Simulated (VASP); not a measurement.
OSZICAR of a VASP run on TiB₂ (AlB2 type):

### OSZICAR
```
       N       E                     dE             d eps       ncg     rms          rms(c)
DAV:   1     0.262965883161E+03    0.26297E+03   -0.78230E+06  3276   0.132E+07
DAV:   2    -0.256977068137E+04   -0.28327E+04   -0.26681E+04  5675   0.865E+02
DAV:   3    -0.156057152384E+03    0.24137E+04   -0.35644E+03  5876   0.105E+03
DAV:   4    -0.923105470153E+03   -0.76705E+03   -0.91385E+03  6417   0.186E+02
DAV:   5    -0.658622889440E+03    0.26448E+03   -0.66544E+03  6226   0.378E+02    0.206E+01
DAV:   6    -0.231644661169E+02    0.63546E+03   -0.39808E+02  3773   0.140E+02    0.725E+00
DAV:   7    -0.268440676280E+02   -0.36796E+01   -0.33223E+01  4208   0.631E+01    0.368E+00
DAV:   8    -0.264419063809E+02    0.40216E+00   -0.31731E+00  3797   0.217E+01    0.292E+00
DAV:   9    -0.266855683263E+02   -0.24366E+00   -0.15083E+00  4854   0.120E+01    0.318E+00
DAV:  10    -0.265611983532E+02    0.12437E+00   -0.67010E-01  4391   0.598E+00    0.909E-01
DAV:  11    -0.265303927573E+02    0.30806E-01   -0.16407E-01  4644   0.287E+00    0.374E-01
DAV:  12    -0.265557686959E+02   -0.25376E-01   -0.85414E-02  4132   0.322E+00    0.353E-01
DAV:  13    -0.265596742329E+02   -0.39055E-02   -0.24398E-02  4188   0.150E+00    0.250E-01
DAV:  14    -0.265594781877E+02    0.19605E-03   -0.18175E-03  3789   0.497E-01    0.199E-01
DAV:  15    -0.265592140690E+02    0.26412E-03   -0.28855E-04  5033   0.138E-01    0.102E-01
DAV:  16    -0.265591480954E+02    0.65974E-04   -0.15798E-04  4190   0.178E-01    0.106E-02
DAV:  17    -0.265591285431E+02    0.19552E-04   -0.25809E-05  3734   0.720E-02    0.351E-02
DAV:  18    -0.265591382268E+02   -0.96837E-05   -0.86332E-06  3446   0.462E-02    0.216E-02
DAV:  19    -0.265591322604E+02    0.59664E-05   -0.10772E-05  3741   0.471E-02    0.711E-03
DAV:  20    -0.265591349315E+02   -0.26711E-05   -0.56927E-07  3672   0.771E-03    0.478E-03
DAV:  21    -0.265591336799E+02    0.12516E-05   -0.62854E-07  3876   0.500E-03    0.136E-03
DAV:  22    -0.265591337456E+02   -0.65653E-07   -0.99351E-08  2225   0.396E-03
   1 F= -.26559134E+02 E0= -.26559134E+02  d E =0.000000E+00
       N       E                     dE             ncg
```

Q: Which electronic solver shows in the log?

A: It is blocked Davidson (ALGO = Normal, or the opening steps of other solvers). The INCAR had ALGO = Normal.

Q: Can the final energy be trusted as converged?

A: The run converged. It stopped with EDIFF = 1E-7, NELM = 100 (revTPSS meta-GGA, plane waves, VASP's PBE PAW potentials (set 64)).

The compound is TiB2 in the AlB2 type structure. It was relaxed first.
